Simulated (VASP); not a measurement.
Consider the following.

```
BiIn
1.0
    4.28937     0.00000     0.00000
   -2.14468     3.71470     0.00000
    0.00000     0.00000     7.54922
In Bi
2 2
Cartesian
  0.00000   0.00000   0.00000
  0.00000   0.00000   3.77461
  0.00000   2.47647   1.88731
  2.14468   1.23823   5.66192
```

These are PBEsol GGA, VASP's PBE PAW potentials (set 64) (plane waves; VASP) values and carry that method's errors. Numerical set-up: 400 eV cut-off, 11×11×6 Γ-centred mesh, tetrahedra with Blöchl corrections, potentials In_d Bi_d.

**Question.** The job: InBi (relaxed from the NiAs type structure, space group P6_3/mmc), 4 atoms, PBEsol, static run, 400 eV, 11×11×6 Γ-centred mesh. Roughly how much core time does it take on a busy server core?

**Answer.** About 3 core-minutes (one run on a shared machine, a rough figure). It had 64 irreducible k-points, 33 bands, up to 2199 plane waves and 17 electronic steps.

The structure was generated: InBi was put into the NiAs type type (P6_3/mmc), which need not be its known phase. It was relaxed first.
